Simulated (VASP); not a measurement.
Level of theory: PBEsol GGA, VASP's PBE PAW potentials (set 64) (plane waves; VASP 6.6.1).

VASP input:

File KPOINTS:
```
Automatic mesh
0
Gamma
11 11 11
0 0 0
```

### POSCAR
```
SiGe
1.0
  3.1943920194   0.0000000000   0.0000000000
  0.0000000000   3.1943920194   0.0000000000
  0.0000000000   0.0000000000   3.1943920194
Si Ge
1 1
Cartesian
  0.0000000000   0.0000000000   0.0000000000
  1.5971960097   1.5971960097   1.5971960097
```

INCAR:
```
SYSTEM = SiGe
PREC = Accurate; ENCUT = 500; LREAL = .FALSE.
LASPH = .TRUE.
EDIFF = 1E-6; NELM = 100; ALGO = Normal
LMAXMIX = 4
ISMEAR = 1; SIGMA = 0.1
GGA = PS
IBRION = 2; NSW = 40; ISIF = 3
EDIFFG = -0.02
LWAVE = .FALSE.; LCHARG = .FALSE.
```

POTCAR, in this order: Si Ge_d (PBE.64 set). Program: vasp_std.

Output

### OSZICAR
```
       N       E                     dE             d eps       ncg     rms          rms(c)
DAV:   1     0.790731243686E+02    0.79073E+02   -0.91460E+03  1569   0.304E+03
DAV:   2    -0.217252277888E+01   -0.81246E+02   -0.78490E+02  1561   0.453E+02
DAV:   3    -0.973346143097E+01   -0.75609E+01   -0.74255E+01  1731   0.880E+01
DAV:   4    -0.987878172313E+01   -0.14532E+00   -0.14509E+00  1656   0.127E+01
DAV:   5    -0.988174204822E+01   -0.29603E-02   -0.29602E-02  1770   0.204E+00    0.265E+00
DAV:   6    -0.984774041145E+01    0.34002E-01   -0.28831E-02  1761   0.353E+00    0.144E+00
DAV:   7    -0.983305559247E+01    0.14685E-01   -0.18979E-02  1816   0.206E+00    0.107E-01
DAV:   8    -0.983266333463E+01    0.39226E-03   -0.10696E-03  1811   0.677E-01    0.761E-02
DAV:   9    -0.983264074323E+01    0.22591E-04   -0.69658E-05  1806   0.169E-01    0.173E-02
DAV:  10    -0.983264099945E+01   -0.25622E-06   -0.43207E-06  1621   0.247E-02
   1 F= -.98326410E+01 E0= -.98321407E+01  d E =-.983264E+01
       N       E                     dE             d eps       ncg     rms          rms(c)
DAV:   1    -0.983972317520E+01   -0.70824E-02   -0.98833E-02  1801   0.719E+00    0.478E-01
DAV:   2    -0.983469110810E+01    0.50321E-02   -0.70053E-03  1776   0.199E+00    0.242E-01
DAV:   3    -0.983310239793E+01    0.15887E-02   -0.23825E-03  1746   0.101E+00    0.513E-02
DAV:   4    -0.983299345489E+01    0.10894E-03   -0.11560E-04  1761   0.212E-01    0.221E-02
DAV:   5    -0.983298386425E+01    0.95906E-05   -0.94669E-06  1656   0.554E-02    0.594E-03
DAV:   6    -0.983298367702E+01    0.18723E-06   -0.69671E-07   823   0.176E-02
   2 F= -.98329837E+01 E0= -.98324609E+01  d E =-.342678E-03
```

### OUTCAR
```
------------------------ aborting loop because EDIFF is reached ----------------------------------------
  FORCE on cell =-STRESS in cart. coord.  units (eV):
  Direction    XX          YY          ZZ          XY          YZ          ZX
  --------------------------------------------------------------------------------------
  Total        0.0328498      0.0328498      0.0328498      0.0000000      0.0000000      0.0000000
  in kB        1.6040407      1.6040407      1.6040407      0.0000000      0.0000000      0.0000000
  external PRESSURE =       1.6040407 kB  Pullay stress =       0.0000000 kB
  volume of cell :       32.81
      direct lattice vectors                 reciprocal lattice vectors
     3.201418331  0.000000000 -0.000000000     0.312361552  0.000000000 -0.000000000
    -0.000000000  3.201418331 -0.000000000    -0.000000000  0.312361552 -0.000000000
     0.000000000  0.000000000  3.201418331     0.000000000  0.000000000  0.312361552
 POSITION                                       TOTAL-FORCE (eV/Angst)
 -----------------------------------------------------------------------------------
      0.00000      0.00000      0.00000        -0.000000      0.000000      0.000000
      1.60071      1.60071      1.60071         0.000000     -0.000000      0.000000
 -----------------------------------------------------------------------------------
    total drift:                                0.000000      0.000000     -0.000000
  FREE ENERGIE OF THE ION-ELECTRON SYSTEM (eV)
  ---------------------------------------------------
  free  energy   TOTEN  =        -9.8329836770 eV

  energy  without entropy=       -9.8314154650  energy(sigma->0) =       -9.83246094

 reached required accuracy - stopping structural energy minimisation
```
(Selected blocks of OUTCAR.)

**CONTCAR**
```
SiGe
   1.00000000000000
     3.2014183308918800    0.0000000000000000   -0.0000000000000000
    -0.0000000000000000    3.2014183308918800   -0.0000000000000000
     0.0000000000000000    0.0000000000000000    3.2014183308918800
  Si              Ge
     1     1
Direct
     0.0000000000000000    0.0000000000000000    0.0000000000000000
     0.5000000000000000    0.5000000000000000    0.5000000000000000
```

The structure was generated: SiGe was put into the CsCl type type (Pm-3m), which need not be its known phase. This run relaxes it. Symmetry was kept, so distortions that lower it aren't found. VASP warned that the highest band is occupied, so more bands are needed.
